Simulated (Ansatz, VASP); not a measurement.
# Hf7Si (Hf(0001)-(2x1)-Si surface alloy) in two plane-wave programs, part 2 of 2

Aim: how closely do two programs agree when they are given the same cell, functional and k mesh? The cell is taken from a series of runs on this material, whose earlier steps may have relaxed, scaled, displaced or heated it; both programs get it as it stands.

VASP 6.6.1 and Ansatz 0.2.0.

So far: Starting point; VASP: single point, LDA.

**3. Ansatz: single point, LDA**

Level of this step: Ansatz beside VASP: Kohn-Sham DFT, plane waves, LDA (Ansatz).

Ansatz runs on its default PAW (the set named soft_2) files.

The same cell, functional (in two slightly different forms), mesh and smearing now go to Ansatz, which takes its cutoff from its data sets.

Input file input.yaml:

```yaml
crystal:
  lattice:
    - [6.4, 0.0, 0.0]
    - [1.6, 2.7712812921, 0.0]
    - [0.0, 0.0, 24.8936]
  atoms:
    - { symbol: Hf, position: [0.33333333, 0.66666667, 0.3414532249] }
    - { symbol: Hf, position: [0.83333333, 0.66666667, 0.3414532249] }
    - { symbol: Hf, position: [0.0, 0.0, 0.4431339782] }
    - { symbol: Hf, position: [0.5, 0.0, 0.4431339782] }
    - { symbol: Hf, position: [0.3351701795, 0.6648298205, 0.5517604677] }
    - { symbol: Hf, position: [0.83697534, 0.66302466, 0.5434076532] }
    - { symbol: Hf, position: [-0.0495952991, 0.0495952991, 0.6418830084] }
    - { symbol: Si, position: [0.5260544843, -0.0260544843, 0.6373393871] }
kpoints:
  mp_grid: { grid: [12, 24, 1] }
hamiltonian:
  xc: lda
scf:
  occupations: { method: fermi_dirac, width: 0.05 }
  convergence: { dr2_threshold: 1.0e-09 }
  n_extra_bands: 18
efield:
  axis: 3
  dipole_correction: true
  ramp_position: 0.97
  ramp_width: 0.06
output:
  band_densities: [{ e_range: [-1.0, 0] }, { e_range: [0, 1.0] }]
  write_potential: true
  write_density: true
  volumetric_format: npy
```

Started as:

```console
ansatz run input.yaml --threads 4 --pin off --max-ram 6144MiB --backend cpu --events-out ev --progress --plain --runs-dir out
```

Numbers of over 12 decimals in the logs are rounded to 6 here.

What it wrote:

```text
scf.n_extra_bands = 18 over 93 filled bands (N_el = 186.0): the run solves 111 bands
Engine: ansatz 0.2.0, aarch64-unknown-linux-gnu
Pseudopotentials: kind: paw
Pseudopotential: Hf, paw, valence charge 26, recommended cutoff 420 eV (normal), Hf.paw.azcp
Pseudopotential: Si, paw, valence charge 4, recommended cutoff 420 eV (normal), Si.paw.azcp
Functional definition: SPW92
  exchange = slater_x
  correlation = pw_c
Crystal: 8 atoms, lattice volume = 441.518 Å³
Basis set: ecut = 420 eV, 8707 PW (Γ)
Bands: 111, of which v1, the nominal top of the filled ones, is band 93 counted from 1 (92 counted from 0)
Symmetry: 2 space group operations
Space group: Pm (ITA 6), of the structure as read, at distance tolerance 7.6e-5 Å
k-points: 85 of 288 (time reversal used)
Non-local potential: Hf, projectors of the file, l = 0: 3, l = 1: 2, l = 2: 2, l = 3: 3
Non-local potential: Si, projectors of the file, l = 0: 2, l = 1: 2, l = 2: 2
PAW form: soft (Blöchl's): semilocal exchange-correlation on the pseudo side does not see the compensation charge
PAW frozen core: Hf, regenerated for the run's functional, and the local potential with it (the file was generated under x = pbe(κ = 0.804, μ = 0.219515), c = pbe(β = 0.066725))
PAW frozen core: Si, regenerated for the run's functional, and the local potential with it (the file was generated under x = pbe(κ = 0.804, μ = 0.219515), c = pbe(β = 0.066725))
PAW one-centre angular grid: Hf, 590 points (default); XC on 64 Gauss nodes
PAW one-centre angular grid: Si, 110 points (default); XC on 64 Gauss nodes
Initial density: superposition of atomic densities (neutral atoms: chi_scale 0, normalization atom), corrected by the library's trained network
Initial wavefunctions: pseudopotential atomic-orbital guess
Functional: x = slater, c = lda
SCF iter   1: F=—  HF=-108942.761388 eV  |F-HF|=—  |Δ(HF+E_count)|=         —  Δρ=7.60e-3  dr2=4.59e0  ethr=1.77e-3  p=-0.015 e·Å  D=-6.31e-3 V/Å  ΔV_dip=0.16 eV  dr2_dipole=8.23e-2  V_vac-E_F(+/−)=4.93/4.77 eV  ⟨swp⟩=6.3  Hψ=30707  notcnv=0  defer=110
efield: sawtooth ramp at fractional position 0.9700 (set: `efield.ramp_position`, or a place that a band, a saddle search or an elastic batch's reference lends), width 0.0600; the density the first Hamiltonian is built on has a dipole p = -0.015 e·Å; the dipole correction subtracts the counter field D = -6.31e-3 V/Å, which shifts the + side's vacuum level by +0.16 eV against the − side's; the planar-averaged density in the ramp window peaks in size at 4.8e-5 e/Å³
preconditioner: auto → LDOS  [metal: Δε(μ)=0.005 eV  Ē_g=16.597 eV  σ=0.050 eV  W_gap=0.03  n_scr=104 (ndim 8)  ℏωp=23.2 eV  f_vac=0.550  D(μ)=10.15/eV (n_scr^D=52)  β→1.0]
SCF iter   2: F=—  HF=-108942.597520 eV  |F-HF|=—  |Δ(HF+E_count)|=   1.64e-1  Δρ=2.93e-3  dr2=2.46e-1  ethr=1.77e-3  p=0.033 e·Å  D=1.33e-2 V/Å  ΔV_dip=-0.33 eV  dr2_dipole=1.09e-2  V_vac-E_F(+/−)=4.21/4.54 eV  ⟨swp⟩=2.2  Hψ=11999  notcnv=0  defer=213
SCF iter   3: F=—  HF=-108942.586014 eV  |F-HF|=—  |Δ(HF+E_count)|=   1.15e-2  Δρ=1.74e-3  dr2=6.13e-2  ethr=1.32e-4  p=0.035 e·Å  D=1.42e-2 V/Å  ΔV_dip=-0.35 eV  dr2_dipole=8.19e-6  V_vac-E_F(+/−)=4.26/4.61 eV  ⟨swp⟩=2.2  Hψ=17859  notcnv=0  defer=213
SCF iter   4: F=—  HF=-108942.576018 eV  |F-HF|=—  |Δ(HF+E_count)|=   1.00e-2  Δρ=3.84e-4  dr2=4.74e-3  ethr=3.29e-5  p=0.037 e·Å  D=1.53e-2 V/Å  ΔV_dip=-0.38 eV  dr2_dipole=6.54e-5  V_vac-E_F(+/−)=4.20/4.59 eV  ⟨swp⟩=2.0  Hψ=17481  notcnv=0  defer=213
SCF iter   5: F=—  HF=-108942.575779 eV  |F-HF|=—  |Δ(HF+E_count)|=   2.39e-4  Δρ=1.38e-4  dr2=1.45e-4  ethr=2.55e-6  p=0.039 e·Å  D=1.61e-2 V/Å  ΔV_dip=-0.40 eV  dr2_dipole=1.45e-5  V_vac-E_F(+/−)=4.18/4.58 eV  ⟨swp⟩=2.4  Hψ=15923  notcnv=0  defer=213
SCF iter   6: F=—  HF=-108942.575751 eV  |F-HF|=—  |Δ(HF+E_count)|=   2.79e-5  Δρ=5.27e-5  dr2=3.61e-5  ethr=7.77e-8  p=0.040 e·Å  D=1.64e-2 V/Å  ΔV_dip=-0.41 eV  dr2_dipole=2.25e-6  V_vac-E_F(+/−)=4.16/4.57 eV  ⟨swp⟩=2.0  Hψ=16269  notcnv=0  defer=213
SCF iter   7: F=—  HF=-108942.575757 eV  |F-HF|=—  |Δ(HF+E_count)|=   5.27e-6  Δρ=2.38e-5  dr2=7.12e-6  ethr=1.94e-8  p=0.040 e·Å  D=1.66e-2 V/Å  ΔV_dip=-0.41 eV  dr2_dipole=9.62e-8  V_vac-E_F(+/−)=4.16/4.57 eV  ⟨swp⟩=2.0  Hψ=17152  notcnv=0  defer=213
SCF iter   8: F=—  HF=-108942.575688 eV  |F-HF|=—  |Δ(HF+E_count)|=   6.89e-5  Δρ=8.54e-6  dr2=1.07e-6  ethr=3.83e-9  p=0.041 e·Å  D=1.67e-2 V/Å  ΔV_dip=-0.41 eV  dr2_dipole=7.94e-8  V_vac-E_F(+/−)=4.16/4.57 eV  ⟨swp⟩=2.0  Hψ=17361  notcnv=0  defer=213
SCF iter   9: F=—  HF=-108942.575688 eV  |F-HF|=—  |Δ(HF+E_count)|=   1.58e-7  Δρ=3.17e-6  dr2=1.39e-7  ethr=5.74e-10  p=0.041 e·Å  D=1.67e-2 V/Å  ΔV_dip=-0.42 eV  dr2_dipole=1.09e-8  V_vac-E_F(+/−)=4.15/4.57 eV  ⟨swp⟩=2.0  Hψ=14892  notcnv=0  defer=213
[...]
SCF iter  13: F=-108942.575688 eV  HF=-108942.575688 eV  |F-HF|=4.37e-10  |Δ(HF+E_count)|=  1.75e-10  Δρ=1.05e-7  dr2=1.82e-10  ethr=1.00e-12  p=0.041 e·Å  D=1.67e-2 V/Å  ΔV_dip=-0.42 eV  dr2_dipole=6.14e-12  V_vac-E_F(+/−)=4.15/4.57 eV  ⟨swp⟩=2.2  Hψ=25603  notcnv=0
SCF 1 converged in 13 iterations: F = -108942.575688 eV  dr2 = 1.82e-10
  greatest PAW one-centre occupation: 0.998 electrons in one spin orbital (limit 2), on the Hf atom at site 6 (counted from 0), in its partial waves of l = 3
NSCF: frozen V_eff on 23 k-points
efield: sawtooth ramp at fractional position 0.9700 (kept from the solve that this one continues, or follows in the run), width 0.0600; the density the first Hamiltonian is built on has a dipole p = 0.041 e·Å; the dipole correction subtracts the counter field D = 1.67e-2 V/Å, which shifts the + side's vacuum level by -0.42 eV against the − side's; the planar-averaged density in the ramp window peaks in size at 3.3e-7 e/Å³
WARN: The output density's exchange-correlation potential varies sharply where the density is thin. Do not read a vacuum level from v_tot or v_xc, or from such a field of the output density. On a cell that repeats whose density bears no net charge and no dipole along the vacuum's axis use v_es (v_loc + v_h of the components); under efield.dipole_correction with no amplitude use v_es + v_field, which holds any externa [...]
SCF converged after 13 iterations
Free energy (F): -108942.575688 eV
Harris-Foulkes:  -108942.575688 eV  (|F-HF|=4.37e-10)
Internal energy: -108942.480173 eV  (E = F + TS)
E sigma→0 (E₀):  -108942.527930 eV
Entropy (-TS):   -0.095515 eV (-11.939 meV/atom)
Fermi energy:    4.685556 eV
Dipole field:    D = 0.016709 V/Å  (p = 0.040769 e·Å, saw-weighted, corrected)
Work function:   Φ+ = 4.1528 eV   Φ− = 4.5687 eV
Levels:          The Fermi level and band energies are counted from a zero that moves with the ramp; work functions are not
--- Per-component energies (eV) ---
  E_band       = -2526.102037
  E_kinetic    = 3000.127570
  E_local      = -328673.423721  (includes V_loc(G=0)·N_el)
  E_nonlocal   = -8605.771682
  E_hartree    = 161875.406149
  E_xc         = -2129.114850
  E_vxc        = -1901.703317  (∫ρ·V_xc dr)
  E_paw        = -47283.074920  (= ΣΔE_a)
  E_vpaw       = 9901.987359  (= ΣTr[D̂ρ^β])
  E_aug_tail   = -0.000004  (compensation charges beyond the density's cutoff)
  E_efield     = 0.000341  (sawtooth field / dipole correction)
  E_vefield    = 1.867763  (∫n·V_field dr)
  E_ewald      = 112856.085916
  E_core_change = 17.285029  (= ΣΔE_core)
  E_smearing   = -0.095515  (= −TS)
  E_closure    = 0.000000  (closes the sum)
  Σ components = -108942.575688   (vs F -108942.575688, Δ=0.00e0)
--- Band table (eV; the first three rows and the last of 85) ---
  k-point 0: bands = [... 89 lower, 4.6069, 4.8491, 5.0648, 5.1171, 5.4025, 5.6930, 5.7199, 5.8050, ... 14 higher]
  k-point 1: bands = [... 89 lower, 4.5958, 4.8396, 5.0229, 5.0963, 5.3514, 5.5777, 5.7168, 5.7908, ... 14 higher]
  k-point 2: bands = [... 89 lower, 4.5495, 4.7980, 4.8989, 5.0061, 5.2387, 5.4509, 5.5512, 5.6798, ... 14 higher]
  k-point 84: bands = [... 89 lower, 3.8134, 4.0052, 4.0096, 4.1434, 4.2487, 4.8567, 4.8575, 4.8970, ... 14 higher]
--- Band densities, each state counted as filled ---
  window                                       electrons  max residual (eV)  cut levels
  e_range: [-1, 0]                              9.666667             1.9e-6           0
  e_range: [0, 1]                              11.250000             5.5e-5           0
```

**4. Differences**

Known differences besides the potentials themselves: the data sets hold 186 valence electrons in Ansatz (on its default PAW (the set named soft_2) files) and 74 in VASP; the cutoff is 420 eV in Ansatz and 400 eV in VASP; VASP's log shows a relativistic correction to its local exchange, Ansatz's none. Total energies have different zeros and are not compared.

Compared:

```tsv
quantity	Ansatz	VASP	difference
work function, lower of the two faces (eV)	4.15	4.15	0.00
work function, higher of the two faces (eV)	4.57	4.57	0.00
```

Where the cell holds vacuum, a pressure given here is an average over it and none of the material.

**5. Summary of results**

| Property | Result |
| --- | --- |
| difference in work function, higher of the two faces (single point, LDA) | 0.0033 eV |

The difference in work function, higher of the two faces is 0.0033 eV (single point, LDA). The data sets hold unlike numbers of valence electrons (186 in Ansatz and 74 in VASP), so part of the differences may come from the potentials. How closely two codes agree says nothing of how well the functional describes the real material.

[Lines on the potential files, build, host, timing and source positions are cut from VASP's logs without a mark.]

[Logs are printed without paths, hosts, clocks, repeated set-up lines and the standing remarks that a program may print on its own settings, such as how far it seeks lower states.]

[Hosts, paths, dates, database ids (printed as entryN), source tags and the programs' standing remarks are cut or masked in the printed files.]
